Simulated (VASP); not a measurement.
# InBiP2: structure and properties in VASP, part 2 of 2

What structure does InBiP2 take at this level, and what are its properties? The cell is invented: it takes the structure of a Materials Project entry for InBi3 (space group 21 there), with some of its atoms replaced by other elements, volume scaled by an estimate. It may not be a known or stable phase.

VASP 6.6.1; PBE with D3; plane waves and PAW (Bi_d, In_d, P); invented cell.

So far. Step 4 (Single point with fields (PBE + D3)): In this run the pressure is 0.00 GPa, small enough to go on. Step 5 (Bands along the symmetry lines (PBE + D3)): There is no gap at this level. The relaxed cell has a, b, c = 3.387, 7.374, 7.397 Å (conventional setting).

## 6. Density of states (PBE + D3)

Here the states are counted by energy and projected on the atoms. The mesh is finer than in the run before.

Contents of INCAR:

```
SYSTEM = InBiP2
PREC = Accurate
ENCUT = 400
EDIFF = 1E-06
NELM = 100
ISMEAR = -5
SIGMA = 0.05
LREAL = .FALSE.
ALGO = Normal
GGA = PE
IVDW = 11
NBANDS = 33
LORBIT = 11
LWAVE = .FALSE.
LCHARG = .FALSE.
KPAR = 2
NEDOS = 2001
```

Contents of POSCAR:

```
InBiP2
1.0
    1.6936058669     -3.6872047485      0.0000000000
    1.6936058669      3.6872047485      0.0000000000
    0.0000000000      0.0000000000      7.3965723322
Bi In P
1 1 2
Direct
    0.0000000000      0.0000000000      0.5000000000
    0.5000000000      0.5000000000      0.0000000000
    0.0000000000      0.5000000000      0.7690835392
    0.5000000000      0.0000000000      0.2309164608
```

Contents of KPOINTS:

```
Automatic mesh
0
Gamma
13 13 6
0 0 0
```

Potentials, in the order of the species: Bi_d, In_d and P (PBE family, release 64).

Run with:

```bash
mpirun -np 2 vasp_std
```

Run time: 3.6 min. Hardware: 2 MPI ranks of AMD EPYC 7R43, shared host; peak memory 0.88 GiB.

With tetrahedra the forces and stress of a metal are not exact derivatives of the energy.

Numbers from this step:

```
SCF cycles             : 13
irreducible k-points   : 196
Fermi energy           : 7.308 eV
pressure               : 0.1409 GPa
DOS at the Fermi level : 1.795 states/eV/cell
```

The density of states has structure finer than the step of the table below, so its rows give means over 0.5 eV, whole bins alone (the curve runs from -12.0 to 4.02 eV). Peaks (eV: height): total -9.69: 4.24, -4.39: 2.56, -2.44: 3.06, 2.73: 3.54; P p -4.39: 0.441, -2.08: 0.752, -1.19: 0.631, 2.73: 0.570; Bi p -2.44: 0.360, 2.73: 0.720, 3.94: 0.297; In p -2.08: 0.162, -1.30: 0.133, 2.77: 0.170, 3.86: 0.164; In s -9.69: 0.168, -5.40: 0.360, 1.98: 0.145.

States under -12.0 eV and over 4.0 eV are left out. Table of density of states by energy, zero at the Fermi level; means over each step; values in states/eV/cell:

```
energy (eV)   total      P p     Bi p     In p    In s     P s     Bi s
      -11.5    1.16   0.0120   0.0108  0.00450  0.0276   0.189    0.490
      -11.0    1.52   0.0137   0.0142   0.0103  0.0424   0.329    0.543
      -10.5    1.13  0.00654   0.0197   0.0245  0.0440   0.462   0.0516
      -10.0    1.41  0.00847   0.0236   0.0248  0.0522   0.600   0.0781
       -9.5    1.86   0.0130   0.0332   0.0217  0.0557   0.801    0.138
       -9.0    1.33   0.0168   0.0178   0.0206  0.0319   0.489    0.246
       -8.5    1.44   0.0217   0.0141   0.0318  0.0246   0.511    0.341
       -8.0  0.0724  0.00102   2.3e-4  0.00194  5.9e-4  0.0268   0.0186
       -7.5       0        0        0        0       0       0        0
       -7.0  0.0785  0.00869  0.00282   3.3e-4  0.0259  9.7e-4   4.2e-4
       -6.5   0.448   0.0488   0.0148  0.00283   0.147  0.0113  0.00459
       -6.0   0.556   0.0651   0.0206  0.00600   0.167  0.0243  0.00413
       -5.5    1.34    0.179   0.0778   0.0164   0.322  0.0675  0.00911
       -5.0    1.35    0.200    0.104   0.0332   0.220  0.0849   0.0177
       -4.5    1.84    0.311    0.206   0.0857   0.108  0.0666   0.0239
       -4.0    2.07    0.369    0.247    0.100  0.0860  0.0576   0.0279
       -3.5    1.85    0.356    0.231   0.0960  0.0587  0.0398   0.0224
       -3.0    2.00    0.431    0.237    0.109  0.0448  0.0376   0.0202
       -2.5    2.71    0.649    0.300    0.149  0.0420  0.0421   0.0246
       -2.0    2.61    0.681    0.221    0.146  0.0486  0.0392   0.0281
       -1.5    2.12    0.564    0.156    0.117  0.0434  0.0363   0.0389
       -1.0    2.06    0.574    0.133    0.105  0.0452  0.0373   0.0520
       -0.5    2.00    0.529    0.183   0.0939  0.0478  0.0440   0.0428
        0.0    1.82    0.476    0.197   0.0769  0.0453  0.0411   0.0300
        0.5    1.66    0.427    0.189   0.0623  0.0521  0.0411   0.0221
        1.0    2.06    0.462    0.259   0.0943  0.0941  0.0652   0.0238
        1.5    1.68    0.279    0.271   0.0917   0.111  0.0600   0.0156
        2.0    2.08    0.282    0.417   0.0992   0.132  0.0659   0.0143
        2.5    2.74    0.404    0.565    0.137   0.116  0.0757   0.0125
        3.0    2.43    0.407    0.483    0.121  0.0715  0.0438   0.0130
        3.5    1.57    0.279    0.231   0.0982  0.0694  0.0174  0.00785
```

The finer mesh and the other smearing move the Fermi level by +0.01 eV from the 9×9×4 run, a small shift, which tests the Fermi level alone. Of the states within 0.3 eV of the Fermi level, the largest shares in the PAW spheres are P p 26 % and Bi p 11 %. The rest lies in smaller channels or between the spheres.

## 7. Electric field gradients (PBE + D3)

Field gradients probe how far the charge around each nucleus departs from cubic symmetry; LASPH keeps the non-spherical terms inside the spheres.

Contents of INCAR:

```
SYSTEM = InBiP2
PREC = Accurate
ENCUT = 400
EDIFF = 1E-07
NELM = 100
ISMEAR = 0
SIGMA = 0.05
LREAL = .FALSE.
ALGO = Normal
GGA = PE
IVDW = 11
NBANDS = 25
LORBIT = 11
LWAVE = .FALSE.
LCHARG = .FALSE.
KPAR = 2
LEFG = .TRUE.
LASPH = .TRUE.
```

POSCAR is that of step 6.

Contents of KPOINTS:

```
Automatic mesh
0
Gamma
9 9 4
0 0 0
```

Run with:

```bash
mpirun -np 2 vasp_std
```

The job ended after 73 s (2 MPI ranks; peak memory 0.47 GiB).

This step gave:

```
SCF cycles           : 14
bands                : 25
irreducible k-points : 75
Fermi energy         : 7.297 eV
pressure             : -0.001120 GPa
```

Electric field gradients, by row:

```
atom  Vxx (V/Å²)  Vyy (V/Å²)  Vzz (V/Å²)  asymmetry
 Bi1         119       93.57      -212.5       0.12
 In2      -72.85      -44.68       117.5       0.24
  P3      -10.76      -6.002       16.76      0.284
  P4      -10.76      -6.002       16.76      0.284
```

The largest gradient, -212.55 V/Å², sits on Bi1; times the quadrupole moment of a nucleus that has one, it gives the coupling that NMR and NQR see.

## 8. Core levels (PBE + D3)

Core levels shift with the potential at each site, so they tell like atoms on unlike sites apart.

Edit INCAR of step 7 so:

```diff
@@ -3,3 +3,3 @@
 ENCUT = 400
-EDIFF = 1E-07
+EDIFF = 1E-06
 NELM = 100
@@ -16,3 +16,2 @@
 KPAR = 2
-LEFG = .TRUE.
-LASPH = .TRUE.
+ICORELEVEL = 1
```

POSCAR is that of step 7.

KPOINTS is that of step 7.

Run with:

```bash
mpirun -np 2 vasp_std
```

Wall time 67 s (2 MPI ranks); peak memory 0.48 GiB.

These are scalar-relativistic Kohn-Sham levels of the ground state, with no core hole, so they are not binding energies.

This step gave:

| Quantity | Value |
| --- | --- |
| SCF cycles | 13 |
| pressure | -0.005562 GPa |

Kohn-Sham core levels. Core levels, by row:

```
atom  shell  level below the Fermi level (eV)
 Bi1     1s                             90636
 Bi1     2s                             16278
 Bi1     2p                             13919
 Bi1     3s                              3926
 Bi1     3p                              3253
 Bi1     3d                              2578
 Bi1     4s                             898.2
 Bi1     4p                             677.5
 Bi1     4d                             425.7
 Bi1     4f                             148.5
 Bi1     5s                             153.6
 Bi1     5p                             91.74
 In2     1s                             27744
 In2     2s                              4150
 In2     2p                              3724
 In2     3s                             784.1
 In2     3p                             644.6
 In2     3d                             428.3
 In2     4s                             115.4
 In2     4p                              73.9
  P3     1s                              2078
  P3     2s                             168.4
  P3     2p                             118.9
  P4     1s                              2078
  P4     2s                             168.4
  P4     2p                             118.9
```

Atoms of one element give levels within 0.1 eV of each other.

## 9. Summary of results

| Quantity | Value |
| --- | --- |
| relaxed volume | 23.09 Å³/atom |
| relaxed conventional cell a, b, c | 3.387, 7.374, 7.397 Å |
| space group after relaxing, within 0.02 Å | C222 (No. 21) |
| band gap | none, a metal |
| DOS at the Fermi level | 1.79 states/eV/cell |
| largest field gradient Vzz | -212.55 V/Å² on Bi1 |
| shallowest level of the frozen cores | In2 4p, 73.9 eV deep |

**Reading.** With PBE + D3, InBiP2 relaxes to 23.09 Å³/atom in space group C222 (held by the symmetry of the run) and comes out as a metal. Bands along the symmetry lines (PBE + D3): Of the bands kept, 5 cross the Fermi level on this path. Spin-orbit coupling is left out, and with elements this heavy it would split and shift bands near the Fermi level. The k-sampling is coarse for a metal, so the Fermi level, pressures and the shape of the cell carry errors. No search among competing phases was made. All values are for a static lattice at zero temperature.

[Lines on the potential files, build, host, timing and source positions are cut from VASP's logs without a mark.]

[Logs are printed without paths, hosts, clocks, repeated set-up lines and the standing remarks that a program may print on its own settings, such as how far it seeks lower states.]

[Hosts, paths, dates, database ids (printed as entryN), source tags and the programs' standing remarks are cut or masked in the printed files.]

[A measured line is paired with the nearest computed mode of its activity, which favours agreement.]
